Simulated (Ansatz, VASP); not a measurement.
# Cross-check of LiF (Griceite) between VASP and Ansatz, part 2 of 2

Wanted: the spread between two codes on one cell, functional and k mesh. The cell is taken from a series of VASP runs on this material, whose earlier steps may have relaxed, scaled or displaced it; both programs get it as it stands. Valence electrons are named where the data sets of a main pair hold unlike numbers.

VASP 6.6.1 and Ansatz 0.2.0.

So far: The structure; VASP: band structure, r2SCAN-EpsX with an exact-exchange share of 0.479.

## 3. Ansatz: band structure, r2SCAN-EpsX with an exact-exchange share of 0.479

Level of this step: Ansatz beside VASP: Kohn-Sham DFT, plane waves, r2SCAN-EpsX (Ansatz).

Ansatz runs on its default PAW (the set named soft_2) files.

The same cell, functional, mesh and smearing now go to Ansatz, which takes its cutoff from its data sets.

input.yaml reads:

```yaml
crystal:
  lattice:
    - [0.0, 2.014, 2.014]
    - [2.014, 0.0, 2.014]
    - [2.014, 2.014, 0.0]
  atoms:
    - { symbol: F, position: [0.5, 0.5, 0.5] }
    - { symbol: Li, position: [0.0, 0.0, 0.0] }
hamiltonian:
  xc: { exchange: r2scan, correlation: r2scan, exx: { coeff: 0.479 } }
  pseudopotentials: { kind: paw }
kpoints:
  mp_grid: { grid: [6, 6, 6] }
  band_path:
    path:
      - [0.0, 0.0, 0.0]
      - [0.5, 0.0, 0.5]
      - [0.5, 0.22222, 0.72222]
      - [0.40278, 0.34722, 0.75]
      - [0.125, 0.125, 0.25]
      - [0.27778, 0.27778, 0.27778]
      - [0.55556, 0.38889, 0.55556]
      - [0.58333, 0.25, 0.66667]
      - [0.5, 0.30556, 0.69444]
      - [0.48611, 0.48611, 0.52778]
      - [0.625, 0.25, 0.625]
      - [0.5, 0.0, 0.5]
    npoints: 1
scf:
  occupations: { method: gaussian, width: 0.03 }
  n_extra_bands: 7
output:
  forces: true
  stress: true
  eigenvalues: true
```

The run is started by

```sh
ansatz run input.yaml --threads 4 --pin off --max-ram 9216MiB --backend cpu --events-out ev --progress --plain --runs-dir out
```

Numbers of over 12 decimals in the logs are rounded to 6 here.

Output:

```text
Warning: output.stress: scf.convergence.dr2_threshold = 1e-7 eV (the SCF's general default) is looser than the 2e-10 eV advised for a printed stress (1e-10 eV for each atom of the cell: 2). What an SCF threshold leaves in a stress goes as its square root, and in the free energy as the threshold itself, and one threshold admits the most on a small cell: [figures from the program's tests cut] Set scf.convergence.dr2_threshold to 2e-10 eV or tighter. The threshold is an SCF's pass mark: one that does not reach it within its budget of iterations ends unconverged, or closes short of it on a stop that the run arms, and scf.convergence.dr2_threshold's page says what that costs each kind of run
Warning: output.stress: scf.exx.energy_threshold = 1e-6 eV is looser than the 2e-8 eV advised for a stress under a hybrid functional (1e-8 eV for each atom of the cell: 2). Every SCF of the exchange loop can meet its threshold on dr2 while the loop round them stops early: no threshold on dr2 bounds what that leaves in the stress. Set scf.exx.energy_threshold to 2e-8 eV or tighter. The threshold is the loop's pass mark: a loop that does not reach it within its budget of cycles ends unconverged, and scf.exx.energy_threshold's page has the law
scf.n_extra_bands = 7 over 5 filled bands (N_el = 10.0): the run solves 12 bands
Engine: ansatz 0.2.0, aarch64-unknown-linux-gnu
Pseudopotentials: kind: paw
Pseudopotential: F, paw, valence charge 7, recommended cutoff 500 eV (meta_gga), F.paw.azcp
Pseudopotential: Li, paw, valence charge 3, recommended cutoff 500 eV (meta_gga), Li.paw.azcp
Functional definition: unnamed
  parameter a_1 = 0.479
  exchange = (1 - a_1)*r2scan_x + a_1*exact_x
  correlation = r2scan_c
Crystal: 2 atoms, lattice volume = 16.338 Å³
Basis set: ecut = 500 eV, 411 PW (Γ), exchange–correlation on 96×96×96 points (64 copies of the dense FFT grid, shifted against one another)
Bands: 12, of which v1, the nominal top of the filled ones, is band 5 counted from 1 (4 counted from 0)
Symmetry: 48 space group operations
Space group: Fm-3m (ITA 225), of the structure as read, at distance tolerance 2.5e-5 Å
k-points: 16 of 216
Non-local potential: F, projectors of the file, l = 0: 2, l = 1: 2, l = 2: 1
Non-local potential: Li, projectors of the file, l = 0: 3, l = 1: 2, l = 2: 1
PAW form: soft (Blöchl's): semilocal exchange-correlation on the pseudo side does not see the compensation charge
PAW frozen core: F, regenerated for the run's functional, and the local potential with it (the file was generated under x = pbe(κ = 0.804, μ = 0.219515), c = pbe(β = 0.066725))
PAW one-centre angular grid: F, 302 points (default); XC on 160 Gauss nodes
PAW one-centre angular grid: Li, 302 points (default); XC on 327 of its mesh's 2665 points in the sphere
Initial density: superposition of atomic densities (neutral atoms: chi_scale 0, normalization atom), corrected by the library's trained network
Initial wavefunctions: pseudopotential atomic-orbital guess
Functional: x = r2scan, c = r2scan; τ floored in thin density (d = 2e-4 eV/Å³), warm-up for x = 0.521 r2scan + 0.479 exact, c = r2scan; τ floored in thin density (d = 2e-4 eV/Å³)
SCF iter   1: F=—  HF=-1018.284567 eV  |F-HF|=—  |Δ(HF+E_count)|=         —  Δρ=7.21e-3  dr2=7.65e-3  dr2_τ=3.22e-2  ethr=1.77e-3  ⟨swp⟩=2.0  Hψ=1281  notcnv=0
preconditioner: auto → none  [insulator: Δε(μ)=10.220 eV  Ē_g=30.039 eV  σ=0.030 eV  W_gap=1.00  n_scr=0 (ndim 8)  ℏωp=26.0 eV  f_vac=0.000  D(μ)=0.00/eV (n_scr^D=0)]
iter 2 solved again at ethr=7.24e-6 eV; its pass at ethr=7.65e-5 eV (dr2=7.24e-4 eV) is discarded
SCF iter   2: F=-1018.327335 eV  HF=-1018.327601 eV  |F-HF|=2.67e-4  |Δ(HF+E_count)|=   4.30e-2  Δρ=4.25e-3  dr2=7.26e-4  dr2_τ=2.70e-4  ethr=7.24e-6  ⟨swp⟩=2.0  Hψ=850  notcnv=0
SCF 1 stopped early in 2 iterations: F = -1018.327335 eV  dr2 = 7.26e-4
  greatest PAW one-centre occupation: 0.999 electrons in one spin orbital (limit 2), on the Li atom at site 1 (counted from 0), in its partial waves of l = 0
Initial density: handed on by an earlier stage of this run
Initial wavefunctions: those handed on with the density
Functional: x = 0.521 r2scan + 0.479 exact, c = r2scan; τ floored in thin density (d = 2e-4 eV/Å³)
Frozen-core exchange: fock
SCF iter   1: F=—  HF=-1017.542532 eV  |F-HF|=—  |Δ(HF+E_count)|=         —  Δρ=1.15e-2  dr2=1.07e-2  dr2_τ=1.61e-3  ethr=7.26e-5  ⟨swp⟩=4.5  Hψ=693  notcnv=0
preconditioner: auto → none  [insulator: Δε(μ)=15.326 eV  Ē_g=36.042 eV  σ=0.030 eV  W_gap=1.00  n_scr=0 (ndim 8)  ℏωp=26.0 eV  f_vac=0.000  D(μ)=0.00/eV (n_scr^D=0)]
SCF iter   2: F=—  HF=-1017.538234 eV  |F-HF|=—  |Δ(HF+E_count)|=   4.30e-3  Δρ=6.11e-3  dr2=3.04e-3  dr2_τ=5.10e-4  ethr=7.26e-5  ⟨swp⟩=2.0  Hψ=384  notcnv=0
SCF iter   3: F=—  HF=-1017.544573 eV  |F-HF|=—  |Δ(HF+E_count)|=   6.34e-3  Δρ=2.85e-3  dr2=1.39e-3  dr2_τ=9.39e-5  ethr=1.62e-5  ⟨swp⟩=2.4  Hψ=374  notcnv=0
SCF iter   4: F=—  HF=-1017.544114 eV  |F-HF|=—  |Δ(HF+E_count)|=   4.59e-4  Δρ=6.60e-4  dr2=8.10e-5  dr2_τ=5.46e-6  ethr=1.20e-5  ⟨swp⟩=2.8  Hψ=384  notcnv=0
SCF iter   5: F=—  HF=-1017.544231 eV  |F-HF|=—  |Δ(HF+E_count)|=   1.18e-4  Δρ=2.03e-4  dr2=1.09e-5  dr2_τ=4.39e-7  ethr=5.22e-7  ⟨swp⟩=3.1  Hψ=312  notcnv=0
Mixer restart at iter 5: flushing history
SCF iter   6: F=-1017.544239 eV  HF=-1017.544245 eV  |F-HF|=6.26e-6  |Δ(HF+E_count)|=   1.41e-5  Δρ=2.51e-4  dr2=7.08e-6  dr2_τ=4.17e-7  ethr=5.18e-8  ⟨swp⟩=2.6  Hψ=293  notcnv=0
SCF 2 stopped early in 6 iterations: F = -1017.544239 eV  dr2 = 7.08e-6
hybrid outer 1: dexx = +8.545e-3 eV, tail = 4.20e-5 eV
Frozen-core exchange: fock
SCF iter   1: F=—  HF=-1017.544612 eV  |F-HF|=—  |Δ(HF+E_count)|=         —  Δρ=1.35e-4  dr2=1.03e-6  dr2_τ=4.44e-7  ethr=2.10e-6  ⟨swp⟩=3.0  Hψ=433  notcnv=0
preconditioner: auto → none  [insulator: Δε(μ)=15.311 eV  Ē_g=35.950 eV  σ=0.030 eV  W_gap=1.00  n_scr=0 (ndim 8)  ℏωp=26.0 eV  f_vac=0.000  D(μ)=0.00/eV (n_scr^D=0)]
SCF iter   2: F=—  HF=-1017.544613 eV  |F-HF|=—  |Δ(HF+E_count)|=   4.51e-7  Δρ=8.28e-5  dr2=2.12e-7  dr2_τ=8.54e-8  ethr=1.01e-8  ⟨swp⟩=3.1  Hψ=325  notcnv=0
SCF iter   3: F=-1017.544612 eV  HF=-1017.544612 eV  |F-HF|=1.71e-9  |Δ(HF+E_count)|=   4.54e-8  Δρ=1.38e-5  dr2=5.42e-9  dr2_τ=4.33e-9  ethr=1.98e-9  ⟨swp⟩=2.1  Hψ=275  notcnv=0
SCF 3 converged in 3 iterations: F = -1017.544612 eV  dr2 = 5.42e-9
  Residual-converged pass: ⟨swp⟩=3.0  Hψ=344  notcnv=0  max |occ|·‖R‖ = 1.7e-6 eV (tolerance 2.4e-6 eV)  dr2=5.58e-9  dr2_τ=4.23e-9  dr2_onsite=7.54e-10  max |Δocc| = 0.0e0
hybrid outer 2: dexx = +8.705e-7 eV, tail = 5.31e-8 eV, Δε = 6.17e-3 eV (about 3.05e-4 eV left of the loop's levels)
NSCF: frozen V_eff on 12 k-points
hybrid SCF converged: 2 outer / 9 inner (+2 warm-up), last move |dexx| = 8.70e-7 eV, tail = 5.31e-8 eV
Stability not checked: this state was not tested for a lower state beside it, because the functional holds exact exchange (a hybrid, or Hartree-Fock), whose exchange loop this test does not read (fock_operator; see scf.lower_state_search)
Free energy (F): -1017.544613 eV
Frozen-core exchange: fock
Harris-Foulkes:  -1017.544613 eV  (|F-HF|=1.71e-9)
Internal energy: -1017.544613 eV  (E = F + TS)
E sigma→0 (E₀):  -1017.544613 eV
Fermi energy:    4.246468 eV
--- Per-component energies (eV) ---
  E_band       = -178.062752
  E_kinetic    = 234.515563
  E_local      = -644.095882  (includes V_loc(G=0)·N_el)
  E_nonlocal   = 37.672541
  E_hartree    = 227.360576
  E_xc         = -51.006740
  E_vxc        = -71.042524  (∫ρ·V_xc dr)
  E_exx        = -81.901747  (= α·E_x^exact, valence–valence)
  E_paw        = -182.891848  (= ΣΔE_a)
  E_vpaw       = -29.280090  (= ΣTr[D̂ρ^β])
  E_aug_tail   = 0.001026  (compensation charges beyond the density's cutoff)
  E_vtau       = 3.248293  (kinetic-family band-sum trace: ∫τ·v_τ [+ j·A + Jᵃ·Aᵃ] dr)
  E_ewald      = -557.129686
  E_core_change = -0.068426  (= ΣΔE_core)
  E_smearing   = -0.000000  (= −TS)
  E_closure    = 0.000010  (closes the sum)
  Σ components = -1017.544613   (vs F -1017.544613, Δ=0.00e0)
--- Forces (eV/Å), atoms counted from 1 ---
  atom   1  F      0.00000000    -0.00000000    -0.00000000
  atom   2  Li    -0.00000000     0.00000000    -0.00000000
  max |Σ_I F_I| component: 1.88e-29 eV/Å
--- Stress (GPa, compression-positive) ---
       -5.293285       0.000000      -0.000000
        0.000000      -5.293285      -0.000000
       -0.000000       0.000000      -5.293285
  P = ⅓ Tr σ = -5.2933 GPa (-52.933 kbar)
--- Band table (eV; the first three rows and the last of 16) ---
  k-point 0: bands = [... 1 lower, -26.8227, -3.4084, -3.4084, -3.4084, 11.9011, 27.6220, 27.6220, 27.6220, ... 3 higher]
  k-point 1: bands = [... 1 lower, -26.7120, -4.1937, -3.4785, -3.4785, 12.6824, 22.8423, 25.3444, 25.3444, ... 3 higher]
  k-point 2: bands = [... 1 lower, -26.4791, -5.5795, -3.6130, -3.6130, 13.6336, 20.4590, 23.1690, 23.1690, ... 3 higher]
  k-point 15: bands = [... 1 lower, -26.1004, -6.1742, -5.1097, -4.3679, 18.2681, 18.5800, 20.8873, 23.1332, ... 3 higher]
```

Elapsed: 12 s, on 4 threads of Arm Neoverse V1, shared host; peak memory 0.59 GiB.

## 4. Differences

Known differences besides the potentials themselves: exact exchange at q = 0 is treated differently, which shows on coarse meshes; VASP keeps PBE cores, Ansatz makes them for the functional; the cutoff is 500 eV in Ansatz and 580 eV in VASP; VASP takes a coarser grid for exact exchange (PRECFOCK = Fast). Total energies have different zeros and are not compared.

Both answers:

```csv
quantity,Ansatz,VASP,difference
gap over the path points (eV),15.309,15.357,-0.047
```

Levels at points of the path, from each program's valence-band top (eV; 3 filled, then empty):

```csv
k (reciprocal lattice),Ansatz,VASP
0.000 0.000 0.000,0.00 0.00 0.00 15.31 31.03,0.00 0.00 0.00 15.36 31.01
0.500 0.000 0.500,-3.25 -1.11 -1.11 21.69 22.67,-3.26 -1.11 -1.11 21.73 22.63
0.500 0.222 0.722,-2.43 -2.06 -0.92 21.71 21.81,-2.44 -2.07 -0.92 21.74 21.83
0.403 0.347 0.750,-2.68 -1.75 -0.83 21.10 21.70,-2.69 -1.75 -0.84 21.11 21.73
0.125 0.125 0.250,-0.97 -0.37 -0.02 16.48 25.49,-0.97 -0.37 -0.02 16.52 25.51
0.278 0.278 0.278,-1.74 -0.16 -0.16 16.84 24.30,-1.74 -0.16 -0.16 16.87 24.35
0.556 0.389 0.556,-2.66 -0.97 -0.44 18.29 22.86,-2.66 -0.98 -0.44 18.30 22.90
0.583 0.250 0.667,-2.65 -1.79 -0.85 21.19 21.70,-2.66 -1.79 -0.85 21.21 21.73
0.500 0.306 0.694,-2.34 -2.04 -0.81 20.85 21.91,-2.34 -2.05 -0.81 20.87 21.94
0.486 0.486 0.528,-2.79 -0.32 -0.28 17.19 23.62,-2.79 -0.33 -0.28 17.20 23.68
```

Among the levels compared at these points, filled levels agree within 9 meV and empty ones within 63 meV.

## 5. Results

```
largest difference of a filled level at the path points (band structure, r2SCAN-EpsX with an exact-exchange share of 0.479) : 9.2 meV
difference in gap over the path points (band structure, r2SCAN-EpsX with an exact-exchange share of 0.479)                  : -0.047 eV
```

The difference in gap over the path points is -0.047 eV (band structure, r2SCAN-EpsX with an exact-exchange share of 0.479), within the 0.08 eV picked in this series as the mark of a large difference. How closely two codes agree says nothing of how well the functional describes the real material.

[Lines on the potential files, build, host, timing and source positions are cut from VASP's logs without a mark.]

[Logs are printed without paths, hosts, clocks, repeated set-up lines and the standing remarks that a program may print on its own settings, such as how far it seeks lower states.]

[Hosts, paths, dates, database ids (printed as entryN), source tags and the programs' standing remarks are cut or masked in the printed files.]
